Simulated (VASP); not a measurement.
These are PBEsol GGA, VASP's PBE PAW potentials (set 64) (plane waves; VASP 6.6.1) values and carry that method's errors.

Input for VASP

**KPOINTS**
```
k-points along high-symmetry lines
7
Line-mode
Reciprocal
  0.000000   0.000000   0.000000 ! GAMMA
 -0.500000   0.500000   0.000000 ! X

 -0.500000   0.500000   0.000000 ! X
 -1.000000   0.500000   0.000000 ! S

 -1.000000   0.500000   0.000000 ! S
 -0.500000   0.000000   0.000000 ! Y

 -0.500000   0.000000   0.000000 ! Y
  0.000000   0.000000   0.000000 ! GAMMA

  0.000000   0.000000   0.000000 ! GAMMA
  0.000000   0.000000   0.500000 ! Z

  0.000000   0.000000   0.500000 ! Z
 -0.500000   0.500000   0.500000 ! U

 -0.500000   0.500000   0.500000 ! U
 -1.000000   0.500000   0.500000 ! R

 -1.000000   0.500000   0.500000 ! R
 -0.500000   0.000000   0.500000 ! T

 -0.500000   0.000000   0.500000 ! T
  0.000000   0.000000   0.500000 ! Z

 -0.500000   0.500000   0.000000 ! X
 -0.500000   0.500000   0.500000 ! U

 -0.500000   0.000000   0.000000 ! Y
 -0.500000   0.000000   0.500000 ! T

 -1.000000   0.500000   0.000000 ! S
 -1.000000   0.500000   0.500000 ! R
```

### INCAR
```
SYSTEM=Ga2In2N4
PREC=Accurate; ENCUT=520; LREAL=.FALSE.
LASPH=.TRUE.; ICHARG=11
EDIFF=1E-7; NELM=100; ALGO=Normal
LMAXMIX=4
ISMEAR=0; SIGMA=0.05
GGA=PS
LWAVE=.FALSE.; LCHARG=.FALSE.; LORBIT=11
```

### POSCAR
```
Ga2In2N4
1
    3.4196572315    -5.8339539958     0.0000000000
    1.6712614951     2.8947097623     0.0000000000
    0.0000000000     0.0000000000     5.4092222633
In N Ga
2 4 2
Direct
  0.3436183772   0.3436173772   0.4982819735
  0.1563816228   0.6563826228   0.9982819735
  0.3570357614   0.3570347614   0.8936331419
  0.1429642386   0.6429652386   0.3936331419
  0.8097423578   0.3097413578   0.8639083675
  0.6902576422   0.6902586422   0.3639083675
  0.8295694522   0.3295684522   0.4981765173
  0.6704305478   0.6704315478   0.9981765173
```

POTCAR, in this order: In_d N Ga_d (PBE.64 set). Program: vasp_std. Read from the step before: CHGCAR.

Output

OSZICAR:
```
       N       E                     dE             d eps       ncg     rms          rms(c)
DAV:   1     0.811351999824E+03    0.81135E+03   -0.34168E+04  7444   0.278E+03
DAV:   2     0.111472609740E+03   -0.69988E+03   -0.68224E+03  7360   0.680E+02
DAV:   3    -0.350227395876E+02   -0.14650E+03   -0.14161E+03  8244   0.248E+02
DAV:   4    -0.479156616081E+02   -0.12893E+02   -0.12747E+02  9243   0.700E+01
DAV:   5    -0.483248554816E+02   -0.40919E+00   -0.40760E+00  9912   0.139E+01
DAV:   6    -0.483419813300E+02   -0.17126E-01   -0.17113E-01 11260   0.248E+00
DAV:   7    -0.483424750435E+02   -0.49371E-03   -0.49355E-03 10536   0.409E-01
DAV:   8    -0.483424959904E+02   -0.20947E-04   -0.20946E-04 11563   0.786E-02
DAV:   9    -0.483424965529E+02   -0.56245E-06   -0.56205E-06 10720   0.141E-02
DAV:  10    -0.483424965834E+02   -0.30544E-07   -0.30773E-07  7394   0.290E-03
   1 F= -.48342497E+02 E0= -.48342497E+02  d E =-.510165E-10
```

**OUTCAR**
```
 val. band max:        6.1532116036   @ k =   0.0000   0.0000   0.0000

 cond. band min:       6.5724872924   @ k =   0.0000   0.0000   0.0000



 k-point     1 :       0.0000    0.0000    0.0000
  band No.  band energies     occupation
      1      -9.2934      2.00000
      2      -9.0186      2.00000
      3      -8.8254      2.00000
      4      -8.7279      2.00000
      5      -7.4174      2.00000
      6      -7.4147      2.00000
      7      -7.4064      2.00000
      8      -7.3435      2.00000
      9      -7.3351      2.00000
     10      -7.3082      2.00000
     11      -7.2752      2.00000
     12      -7.2421      2.00000
     13      -7.1793      2.00000
     14      -7.1430      2.00000
     15      -7.1037      2.00000
     16      -7.0708      2.00000
     17      -7.0112      2.00000
     18      -7.0018      2.00000
     19      -6.9277      2.00000
     20      -6.9027      2.00000
     21      -6.7795      2.00000
     22      -5.6345      2.00000
     23      -5.5182      2.00000
     24      -5.0178      2.00000
     25      -0.5311      2.00000
     26       0.0820      2.00000
     27       0.9799      2.00000
     28       2.2245      2.00000
     29       3.3600      2.00000
     30       3.9807      2.00000
     31       4.9616      2.00000
     32       5.0031      2.00000
     33       5.2592      2.00000
     34       5.8973      2.00000
     35       5.9051      2.00000
     36       6.1532      2.00000
     37       6.5725      0.00000
     38       9.0218      0.00000
     39      10.5611      0.00000
     40      11.0122      0.00000
     41      11.6604      0.00000
     42      13.0138      0.00000
     43      13.9645      0.00000

 k-point     2 :      -0.0833    0.0833    0.0000
  band No.  band energies     occupation
      1      -9.2591      2.00000
      2      -9.0140      2.00000
      3      -8.8243      2.00000
      4      -8.7242      2.00000
      5      -7.4092      2.00000
      6      -7.4086      2.00000
...
```

The density is held fixed in this step, so its total energy and stress have no physical meaning. Unless said otherwise, spin-orbit coupling is left out, though it shifts the bands of the heavy elements here.

The structure was generated: Ga2In2N4 was put into an ordered model structure (Pmn2_1), which need not be its known phase. It was relaxed first.
